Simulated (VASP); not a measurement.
# TiGe: structure and properties in VASP, part 3 of 5

Aim: relax TiGe, then compute properties on the relaxed cell. The cell is invented: it takes the structure of a Materials Project entry for ZrTi (space group 123 there), with some of its atoms replaced by other elements, volume scaled by an estimate. It may not be a known or stable phase. Left out of this account: 1 further run (bands with HSE06: it ended just at its time limit, and its output was not read). The atoms of the start are displaced at random from the sites of a P4/mmm cell.

VASP 6.6.1, plane waves and PAW; the level of theory is named at each step.

So far. Step 3 (Relaxing cell and atoms (AM05)): It ends with forces that vanish by symmetry and a pressure of 0.02 GPa. Step 4 (Density, ELF and potential (AM05)): In this run the pressure is 0.08 GPa, small enough to go on. The relaxed cell has a = 2.836, c = 3.770 Å (conventional setting).

### 5. Bands along the symmetry lines (AM05)

Level of this step: AM05; plane waves and PAW (Ge_d, Ti_sv); invented cell (VASP).

The mesh alone shows little of the dispersion and can miss band extrema, so KPOINTS_OPT adds a path through the symmetry points after the self-consistent cycle.

INCAR

```
SYSTEM = TiGe
PREC = Accurate
ENCUT = 410
EDIFF = 1E-06
NELM = 100
ISMEAR = 0
SIGMA = 0.05
LREAL = .FALSE.
ALGO = Normal
GGA = AM
NBANDS = 25
LORBIT = 11
LWAVE = .FALSE.
LCHARG = .FALSE.
```

POSCAR

```
TiGe
1.0
    2.8358654604      0.0000000000      0.0000000000
    0.0000000000      2.8358654604      0.0000000000
    0.0000000000      0.0000000000      3.7701852880
Ge Ti
1 1
Direct
    0.5000000000      0.5000000000      0.5000000000
    0.0000000000      0.0000000000      0.0000000000
```

KPOINTS

```
Automatic mesh
0
Gamma
7 7 5
0 0 0
```

KPOINTS_OPT

```
Line mode
16
Line-mode
Reciprocal
  0.00000000   0.00000000   0.00000000 GAMMA
  0.00000000   0.50000000   0.00000000 X

  0.00000000   0.50000000   0.00000000 X
  0.50000000   0.50000000   0.00000000 M

  0.50000000   0.50000000   0.00000000 M
  0.00000000   0.00000000   0.00000000 GAMMA

  0.00000000   0.00000000   0.00000000 GAMMA
  0.00000000   0.00000000   0.50000000 Z

  0.00000000   0.00000000   0.50000000 Z
  0.00000000   0.50000000   0.50000000 R

  0.00000000   0.50000000   0.50000000 R
  0.50000000   0.50000000   0.50000000 A

  0.50000000   0.50000000   0.50000000 A
  0.00000000   0.00000000   0.50000000 Z

  0.00000000   0.50000000   0.00000000 X
  0.00000000   0.50000000   0.50000000 R

  0.50000000   0.50000000   0.00000000 M
  0.50000000   0.50000000   0.50000000 A
```

Potentials, in the order of the species: Ge_d and Ti_sv (PBE family, release 64).

Launch:

```console
$ mpirun -np 1 vasp_std
```

The log of the run:

```text
[... set-up lines as in an earlier step ...]
 entering main loop
       N       E                     dE             d eps       ncg     rms          rms(c)
DAV:   1     0.185791550325E+03    0.18579E+03   -0.10472E+04  1864   0.217E+03
DAV:   2     0.445011138656E+01   -0.18134E+03   -0.17255E+03  1516   0.427E+02
DAV:   3    -0.148141821287E+02   -0.19264E+02   -0.19034E+02  1714   0.104E+02
DAV:   4    -0.153821303010E+02   -0.56795E+00   -0.56618E+00  1766   0.185E+01
DAV:   5    -0.153961801597E+02   -0.14050E-01   -0.14045E-01  1799   0.263E+00    0.108E+01
DAV:   6    -0.139827098875E+02    0.14135E+01   -0.51409E+00  1653   0.192E+01    0.315E+00
DAV:   7    -0.138539142477E+02    0.12880E+00   -0.66897E-01  1857   0.785E+00    0.232E+00
DAV:   8    -0.138342499433E+02    0.19664E-01   -0.11636E-01  2079   0.301E+00    0.695E-01
DAV:   9    -0.138308120831E+02    0.34379E-02   -0.37152E-02  1657   0.192E+00    0.299E-01
DAV:  10    -0.138301387601E+02    0.67332E-03   -0.32296E-03  1669   0.454E-01    0.458E-02
DAV:  11    -0.138301593409E+02   -0.20581E-04   -0.28128E-04  1798   0.119E-01    0.246E-02
DAV:  12    -0.138301566741E+02    0.26667E-05   -0.10118E-05  1684   0.234E-02    0.160E-02
DAV:  13    -0.138301556557E+02    0.10184E-05   -0.70652E-06  1769   0.173E-02    0.264E-03
DAV:  14    -0.138301558810E+02   -0.22533E-06   -0.44023E-07   887   0.633E-03
   1 F= -.13830156E+02 E0= -.13829280E+02  d E =-.175107E-02
 Start KPOINTS_OPT (optional k-point list driver)
k-point batch [1-30\144]
       N       E                     dE             ncg
DAV:   1    -0.437185903920E+04   -0.23724E+05     1875
DAV:   2    -0.965778838190E+04   -0.52859E+04     1524
DAV:   3    -0.101951438835E+05   -0.53736E+03     1693
DAV:   4    -0.102093530213E+05   -0.14209E+02     1736
DAV:   5    -0.102096776022E+05   -0.32458E+00     1739
DAV:   6    -0.102096861795E+05   -0.85773E-02     1750
DAV:   7    -0.102096865101E+05   -0.33058E-03     1770
DAV:   8    -0.102096865239E+05   -0.13766E-04     1451
DAV:   9    -0.102096865245E+05   -0.68310E-06     1055
[...]
k-point batch [121-144\144]
       N       E                     dE             ncg
DAV:   1     0.159284326284E+04   -0.29191E+05     1546
DAV:   2    -0.256666687067E+04   -0.41595E+04     1208
DAV:   3    -0.299628362456E+04   -0.42962E+03     1354
DAV:   4    -0.300761107708E+04   -0.11327E+02     1399
DAV:   5    -0.300783620981E+04   -0.22513E+00     1446
DAV:   6    -0.300784225867E+04   -0.60489E-02     1318
DAV:   7    -0.300784247907E+04   -0.22040E-03     1479
DAV:   8    -0.300784248738E+04   -0.83156E-05     1143
DAV:   9    -0.300784248770E+04   -0.32106E-06      799
```

The job ended after 95 s (1 MPI rank of AMD EPYC 7R43, shared host; peak memory 0.11 GiB).

From OUTCAR (step 5):

```text
   k-points           NKPTS =     30   k-points in BZ     NKDIM =     30   number of bands    NBANDS=     25

   NELECT =      26.0000    total number of electrons

 E-fermi :   9.6313

 k-point     1 :       0.0000    0.0000    0.0000
  band No.  band energies     occupation
    ...
      9     -14.8788      2.00000
     10      -2.8765      2.00000
     11       7.4386      2.00000
     12       8.0832      2.00000
     13       8.3349      2.00000
     14      11.4686      0.00000
     15      11.4686      0.00000
     16      12.4829      0.00000
     17      14.6326      0.00000
     18      14.6326      0.00000
    ...

  Total        0.0175329      0.0175329      0.0043197      0.0000000      0.0000000      0.0000000
  in kB        0.9264694      0.9264694      0.2282603      0.0000000      0.0000000      0.0000000
  external PRESSURE =       0.6937331 kB  Pullay stress =       0.0000000 kB

  FREE ENERGIE OF THE ION-ELECTRON SYSTEM (eV)
  ---------------------------------------------------
  free  energy   TOTEN  =       -13.8301558810 eV

  energy  without entropy=      -13.8284048129  energy(sigma->0) =      -13.82928035

[... 9 parts as in an earlier step ...]

[... 8 further parts left out ...]
```

Spin-orbit coupling is off here; it would split degenerate levels.

This step gave:

- bands: 25
- pressure: 0.06937 GPa

Electronic bands along the path, in eV, zero at the Fermi level; # counts the bands kept, so #1 is VASP's band 10:

```tsv
point	#1	#2	#3	#4	#5	#6	#7	#8
Γ	-12.51	-2.19	-1.55	-1.30	1.84	1.84	2.85	5.00
0.53 of the way	-11.17	-2.87	-2.29	-1.32	1.59	1.99	2.07	3.34
X	-8.80	-6.53	-2.79	-0.73	0.92	2.11	3.92	5.22
0.47 of the way	-8.11	-5.48	-1.97	-0.77	0.18	0.74	3.54	4.35
M	-6.64	-3.04	-3.04	-0.83	-0.34	-0.34	1.73	3.38
0.47 of the way	-9.94	-2.31	-1.83	-1.81	0.54	0.88	2.54	2.90
Γ	-12.51	-2.19	-1.55	-1.30	1.84	1.84	2.85	5.00
0.47 of the way	-12.03	-4.70	-1.21	-0.06	1.23	1.23	2.86	6.27
Z	-11.21	-6.65	-1.11	0.64	0.72	0.72	2.86	8.04
0.53 of the way	-10.27	-5.19	-2.22	-0.68	1.16	1.28	1.93	3.88
R	-8.88	-4.96	-2.98	-1.50	1.32	1.57	1.82	2.81
0.47 of the way	-7.91	-4.67	-3.45	0.08	0.98	1.78	1.78	2.17
A	-4.44	-4.38	-4.38	-3.99	2.03	3.01	3.88	4.23
0.47 of the way	-9.23	-4.28	-2.56	0.46	0.47	1.15	1.49	2.35
Z	-11.21	-6.65	-1.11	0.64	0.72	0.72	2.86	8.04
jump to X	-8.80	-6.53	-2.79	-0.73	0.92	2.11	3.92	5.22
0.47 of the way	-8.84	-5.97	-2.87	-0.85	1.09	1.98	2.71	3.65
R	-8.88	-4.96	-2.98	-1.50	1.32	1.57	1.82	2.81
jump to M	-6.64	-3.04	-3.04	-0.83	-0.34	-0.34	1.73	3.38
0.47 of the way	-6.12	-3.79	-3.79	-1.05	-0.05	1.15	1.15	3.88
A	-4.44	-4.38	-4.38	-3.99	2.03	3.01	3.88	4.23
```

Of the projections kept (Ge, Ti), the largest for each band there; the rest of the weight can lie on other orbitals:

```tsv
point	#1	#2	#3	#4	#5	#6	#7	#8
Γ	Ge 0.87	Ti 0.90	Ge 0.79	Ti 0.97	Ti 0.98	Ti 0.98	Ti 1.00	Ge 0.90
X	Ge 0.92	Ge 0.67	Ti 0.65	Ti 1.00	Ti 0.93	Ti 1.00	Ti 0.94	Ge 0.56
M	Ge 0.76	Ge 0.86	Ge 0.86	Ti 0.84	Ti 0.92	Ti 0.92	Ti 0.65	Ge 1.00
Γ	Ge 0.87	Ti 0.90	Ge 0.79	Ti 0.97	Ti 0.98	Ti 0.98	Ti 1.00	Ge 0.90
Z	Ge 0.92	Ge 0.50	Ti 1.00	Ti 0.96	Ti 0.84	Ti 0.84	Ti 1.00	Ge 0.65
R	Ge 0.86	Ge 0.84	Ge 0.67	Ti 0.93	Ti 0.98	Ti 0.96	Ti 0.97	Ti 0.84
```

There is no gap at this level.

### 6. Total and projected DOS (AM05)

Here the states are counted by energy and projected on the atoms. The mesh is finer than in the run before.

Changes to INCAR since step 5:

```diff
@@ -5,3 +5,3 @@
 NELM = 100
-ISMEAR = 0
+ISMEAR = -5
 SIGMA = 0.05
@@ -14 +14,2 @@
 LCHARG = .FALSE.
+NEDOS = 2001
```

POSCAR is that of step 5.

KPOINTS

```
Automatic mesh
0
Gamma
10 10 8
0 0 0
```

Launch:

```console
$ mpirun -np 1 vasp_std
```

The log of the run:

```text
[... set-up lines as in an earlier step ...]
 entering main loop
       N       E                     dE             d eps       ncg     rms          rms(c)
DAV:   1     0.185175769142E+03    0.18518E+03   -0.10408E+04  6397   0.215E+03
DAV:   2     0.428054522371E+01   -0.18090E+03   -0.17270E+03  5306   0.426E+02
DAV:   3    -0.148519541259E+02   -0.19132E+02   -0.18920E+02  5932   0.104E+02
DAV:   4    -0.153810814913E+02   -0.52913E+00   -0.52776E+00  6033   0.180E+01
DAV:   5    -0.153933212071E+02   -0.12240E-01   -0.12243E-01  6299   0.252E+00    0.108E+01
DAV:   6    -0.140217387680E+02    0.13716E+01   -0.63393E+00  5893   0.196E+01    0.329E+00
DAV:   7    -0.138356776552E+02    0.18606E+00   -0.68883E-01  6652   0.798E+00    0.232E+00
DAV:   8    -0.138176917121E+02    0.17986E-01   -0.11712E-01  7487   0.310E+00    0.651E-01
DAV:   9    -0.138129939247E+02    0.46978E-02   -0.28524E-02  6331   0.175E+00    0.313E-01
DAV:  10    -0.138128362949E+02    0.15763E-03   -0.20276E-03  6466   0.349E-01    0.493E-02
DAV:  11    -0.138129580636E+02   -0.12177E-03   -0.40734E-04  6896   0.172E-01    0.280E-02
DAV:  12    -0.138129426248E+02    0.15439E-04   -0.26294E-05  6105   0.358E-02    0.103E-02
DAV:  13    -0.138129398566E+02    0.27682E-05   -0.53002E-06  6559   0.196E-02    0.562E-03
DAV:  14    -0.138129506531E+02   -0.10796E-04   -0.88304E-07  3519   0.638E-03    0.119E-03
DAV:  15    -0.138129493128E+02    0.13403E-05   -0.59125E-08  2766   0.218E-03    0.893E-04
DAV:  16    -0.138129489764E+02    0.33635E-06   -0.90114E-09  2745   0.744E-04
   1 F= -.13812949E+02 E0= -.13812949E+02  d E =0.000000E+00
 -----------------------------------------------------------------------------
|                                                                             |
|           W    W    AA    RRRRR   N    N  II  N    N   GGGG   !!!           |
|           W    W   A  A   R    R  NN   N  II  NN   N  G    G  !!!           |
|           W    W  A    A  R    R  N N  N  II  N N  N  G       !!!           |
|           W WW W  AAAAAA  RRRRR   N  N N  II  N  N N  G  GGG   !            |
|           WW  WW  A    A  R   R   N   NN  II  N   NN  G    G                |
|           W    W  A    A  R    R  N    N  II  N    N   GGGG   !!!           |
|                                                                             |
|     Tetrahedron method does not include variations of the Fermi             |
|     occupations, so forces and stress will be inaccurate. We suggest        |
|     using a different smearing scheme ISMEAR = 1 or 2 for metals in         |
|     relaxations.                                                            |
|                                                                             |
 -----------------------------------------------------------------------------
```

Run time: 85 s. Hardware: 1 MPI rank; peak memory 0.14 GiB.

Parts of OUTCAR (step 6):

```text
   k-points           NKPTS =    105   k-points in BZ     NKDIM =    105   number of bands    NBANDS=     25

   NELECT =      26.0000    total number of electrons

 E-fermi :   9.6705

 k-point     1 :       0.0000    0.0000    0.0000
  band No.  band energies     occupation
    ...
      9     -14.8565      2.00000
     10      -2.8760      2.00000
     11       7.4330      2.00000
     12       8.0892      2.00000
     13       8.3450      2.00000
     14      11.4506      0.00000
     15      11.4506      0.00000
     16      12.4912      0.00000
     17      14.6315      0.00000
     18      14.6315      0.00000
    ...

  Total        0.1978905      0.1978905     -0.0054888      0.0000000      0.0000000      0.0000000
  in kB       10.4568658     10.4568658     -0.2900368      0.0000000      0.0000000      0.0000000
  external PRESSURE =       6.8745649 kB  Pullay stress =       0.0000000 kB

  FREE ENERGIE OF THE ION-ELECTRON SYSTEM (eV)
  ---------------------------------------------------
  free  energy   TOTEN  =       -13.8129489764 eV

  energy  without entropy=      -13.8129489764  energy(sigma->0) =      -13.81294898

[... 7 parts as in an earlier step ...]

[... 10 further parts left out ...]
```

With tetrahedra the forces and stress of a metal are not exact derivatives of the energy.

This step gave:

| Item | Value |
| --- | --- |
| SCF cycles | 16 |
| irreducible k-points | 105 |
| free energy (TOTEN) | -13.81 eV |
| Fermi energy | 9.671 eV |
| pressure | 0.6875 GPa |
| DOS at the Fermi level | 0.7909 states/eV/cell |

The density of states has structure finer than the step of the table below, so its rows give means over 0.5 eV, whole bins alone (the curve runs from -12.0 to 6.54 eV). Peaks (eV: height): total -0.69: 2.50, 1.30: 3.59, 2.52: 2.21, 3.21: 2.07; Ti d -0.69: 1.50, 1.30: 2.65, 2.52: 1.49, 3.21: 1.33; Ge p -3.98: 0.343, -3.02: 0.425, 3.38: 0.192, 5.03: 0.307; Ge s -8.91: 0.372, -0.25: 0.059, 3.17: 0.143.

States under -12.0 eV and over 6.5 eV are left out. Density of states against energy, zero at the Fermi level; means over each step; values in states/eV/cell:

```tsv
energy (eV)	total	Ti d	Ge p	Ge s
-11.5	0.275	0.00130	0.00503	0.137
-11.0	0.393	0.00347	0.00961	0.199
-10.5	0.406	0.00635	0.0139	0.204
-10.0	0.428	0.0102	0.0173	0.215
-9.5	0.495	0.0161	0.0205	0.253
-9.0	0.641	0.0287	0.0226	0.338
-8.5	0.405	0.0212	0.0195	0.209
-8.0	0.282	0.0180	0.0166	0.142
-7.5	0.209	0.0165	0.0134	0.103
-7.0	0.160	0.0159	0.00988	0.0788
-6.5	0.111	0.0102	0.0137	0.0394
-6.0	0.202	0.0121	0.0493	0.0174
-5.5	0.348	0.0214	0.0963	0.0128
-5.0	0.575	0.0418	0.169	0.0148
-4.5	0.992	0.107	0.295	0.0209
-4.0	1.07	0.185	0.302	0.0205
-3.5	1.13	0.223	0.296	0.0163
-3.0	1.46	0.335	0.382	0.0171
-2.5	1.03	0.322	0.251	0.0122
-2.0	0.581	0.188	0.128	0.0157
-1.5	0.738	0.329	0.109	0.0221
-1.0	1.63	0.893	0.130	0.0371
-0.5	1.70	0.971	0.117	0.0424
0.0	1.01	0.585	0.0671	0.0239
0.5	1.75	1.13	0.0967	0.0154
1.0	2.90	2.04	0.138	0.0272
1.5	2.95	2.20	0.103	0.0446
2.0	1.79	1.25	0.0829	0.0676
2.5	1.89	1.27	0.126	0.105
3.0	1.67	1.08	0.128	0.124
3.5	1.59	1.01	0.154	0.0894
4.0	0.570	0.260	0.101	0.0429
4.5	0.879	0.390	0.196	0.0318
5.0	1.06	0.427	0.282	0.0284
5.5	0.951	0.357	0.242	0.0216
6.0	1.04	0.357	0.216	0.0209
```

The finer mesh and the other smearing move the Fermi level by +0.04 eV from the 7×7×5 run, a small shift, which tests the Fermi level alone. Of the states within 0.3 eV of the Fermi level, the largest shares in the PAW spheres are Ti d 58 % and Ge p 7 %. The rest lies in smaller channels or between the spheres.

(Part 3 of 5 ends here.)

[Lines on the potential files, build, host, timing and source positions are cut from VASP's logs without a mark.]

[Logs are printed without paths, hosts, clocks, repeated set-up lines and the standing remarks that a program may print on its own settings, such as how far it seeks lower states.]

[Hosts, paths, dates, database ids (printed as entryN), source tags and the programs' standing remarks are cut or masked in the printed files.]

[A measured line is paired with the nearest computed mode of its activity, which favours agreement.]
